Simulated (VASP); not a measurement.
Sn3Ge5Te8:

```xyz
16
Lattice="-6.1175 6.1175 0.0000 -6.1175 0.0000 6.1175 0.0000 6.1175 6.1175" Properties=species:S:1:pos:R:3 pbc="T T T"
Ge    0.0000    0.0000    0.0000
Ge   -3.0588    3.0588    0.0000
Ge   -3.0588    0.0000    3.0588
Ge    0.0000    3.0588    3.0588
Ge   -6.1175    3.0588    3.0588
Sn   -3.0588    6.1175    3.0588
Sn   -3.0588    3.0588    6.1175
Sn   -6.1175    6.1175    6.1175
Te   -9.1763    9.1763    9.1763
Te   -6.1175    6.1175    9.1763
Te   -6.1175    9.1763    6.1175
Te   -9.1763    6.1175    6.1175
Te   -3.0588    6.1175    6.1175
Te   -6.1175    3.0588    6.1175
Te   -6.1175    6.1175    3.0588
Te   -3.0588    3.0588    3.0588
```

The cell was built by a generator and needn't be a form met in nature.

| Item | Value |
| --- | --- |
| Program | VASP 6.6.1 |
| Task | relaxation of cell and atoms |
| Functional | PBEsol |
| Potentials or basis | VASP PAW PBE potentials, release 64 (Ge_d, Sn_d, Te) |
| Cutoff | 600 eV |
| k mesh | 6 × 6 × 5 |
| Occupations | gaussian, width 0.03 eV |
| Spin | no spin polarisation |

At the start: pressure -1.4 GPa; volume 28.62 Å³/atom.

Task: Where does the relaxation end?

Result: Over 7 steps the energy falls by 22.5 meV/atom and the volume is 27.69 Å³/atom (-3.2 %); space group R-3m (No. 166, to 0.05 Å).

Step by step:
| step | energy change (eV) | largest force (eV/Å) | pressure (GPa) | volume (Å³) |
| --- | --- | --- | --- | --- |
| 1 | 0.0000 | 0.7361 | -1.37 | 457.89 |
| 2 | -0.1972 | 0.5890 | 0.29 | 441.91 |
| 3 | -0.2183 | 0.5068 | 1.18 | 434.53 |
| 4 | -0.3390 | 0.1728 | 0.57 | 438.55 |
| 5 | -0.3580 | 0.0188 | 0.26 | 440.96 |
| 6 | -0.3596 | 0.0165 | -0.11 | 444.08 |
| 7 | -0.3600 | 0.0064 | 0.00 | 443.11 |

Final structure:
```yaml
crystal:
  lattice:
    - [-6.05001, 6.05001, 0.00000]
    - [-6.05001, 0.00000, 6.05001]
    - [0.00197, 6.05198, 6.05198]
  atoms:
    - { symbol: Ge, position: [0.00000, 0.00000, 0.00000] }
    - { symbol: Ge, position: [0.50000, 0.00000, 0.00000] }
    - { symbol: Ge, position: [0.00000, 0.50000, 0.00000] }
    - { symbol: Ge, position: [0.00000, 0.00000, 0.50000] }
    - { symbol: Ge, position: [0.50000, 0.50000, 0.00000] }
    - { symbol: Sn, position: [0.50000, 0.00000, 0.50000] }
    - { symbol: Sn, position: [0.00000, 0.50000, 0.50000] }
    - { symbol: Sn, position: [0.50000, 0.50000, 0.50000] }
    - { symbol: Te, position: [0.75001, 0.75001, 0.76210] }
    - { symbol: Te, position: [0.23788, 0.75001, 0.76210] }
    - { symbol: Te, position: [0.75001, 0.23788, 0.76210] }
    - { symbol: Te, position: [0.75607, 0.75607, 0.23178] }
    - { symbol: Te, position: [0.24393, 0.24393, 0.76822] }
    - { symbol: Te, position: [0.24999, 0.76212, 0.23790] }
    - { symbol: Te, position: [0.76212, 0.24999, 0.23790] }
    - { symbol: Te, position: [0.24999, 0.24999, 0.23790] }
```

Caveat: the PAW data sets were made with another functional, which shifts forces and pressure a little.
